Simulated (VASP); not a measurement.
Set up this calculation in VASP 6.6.1, as the native input.

| Item | Value |
| --- | --- |
| Task | relaxation of cell and atoms |
| Functional | rev-vdW-DF2 |
| Potentials or basis | VASP PAW PBE potentials, release 64 (W_sv, S) |
| Cutoff | 600 eV |
| k mesh | 12 × 12 × 3 |
| Occupations | gaussian, width 0.03 eV |
| Spin | no spin polarisation |
| Further INCAR settings | ALGO = Normal; EDIFF = 1e-06; IBRION = 2; EDIFFG = -0.01; NSW = 90; ISIF = 3 |

The structure of WS2 lies in POSCAR:

```
WS2
1.0
    3.1800000000      0.0000000000      0.0000000000
   -1.5900000000      2.7539607800      0.0000000000
    0.0000000000      0.0000000000     12.5000000000
W S
2 4
Direct
    0.3333333300      0.6666666700      0.2500000000
    0.6666666700      0.3333333300      0.7500000000
    0.3333333300      0.6666666700      0.6250000000
    0.6666666700      0.3333333300      0.1250000000
    0.3333333300      0.6666666700      0.8750000000
    0.6666666700      0.3333333300      0.3750000000
```

The input as run:

INCAR

```
SYSTEM = WS2
AGGAC = 0.0
ALGO = Normal
EDIFF = 1E-6
EDIFFG = -0.01
ENCUT = 600
GGA = MK
IBRION = 2
ISIF = 3
ISMEAR = 0
KPAR = 2
LASPH = .True.
LCHARG = .False.
LREAL = .False.
LUSE_VDW = .True.
LWAVE = .False.
NELM = 80
NSW = 90
PARAM1 = 0.1234
PARAM2 = 0.711357
PREC = Accurate
SIGMA = 0.03
ZAB_VDW = -1.8867
```

KPOINTS

```
k-points
0
Gamma
  12 12 3
  0 0 0
```

Potentials or basis: VASP PAW PBE potentials, release 64 (W_sv, S).

Launch:

```bash
$ cat potpaw_PBE.64/W_sv/POTCAR potpaw_PBE.64/S/POTCAR > POTCAR
$ mpirun -np 2 vasp_std > vasp.out
```

Results of the run:

```yaml
Relaxed_volume: 18.01 Å³/atom
Relaxed_cell: a = 3.170 Å, b = 3.170 Å, c = 12.418 Å, α = 90.00°, β = 90.00°, γ = 120.00°
Space_group_after_relaxing_to_0.05_Å: P6_3/mmc (No. 194)
Energy_gained_by_relaxing: 1.5 meV/atom
Ionic_steps: 15
Pressure_after_relaxing: 0.0 GPa
Largest_force_after_relaxing: 0.007 eV/Å
Band_gap_on_the_k_mesh: 0.98 eV, indirect (least direct gap 1.80 eV)
```

Caveat: the PAW data sets were made with another functional, which shifts forces and pressure a little; spin-orbit coupling is left out, which moves the levels of the heavy elements; an odd mesh through Γ misses points on the zone boundary, where band edges often lie.

Wall time 41 min on 2 MPI ranks on Intel(R) Xeon(R) Platinum 8259CL CPU @ 2.50GHz (Skylake/Cascade Lake) (shared host), peak memory 0.74 GiB a rank.
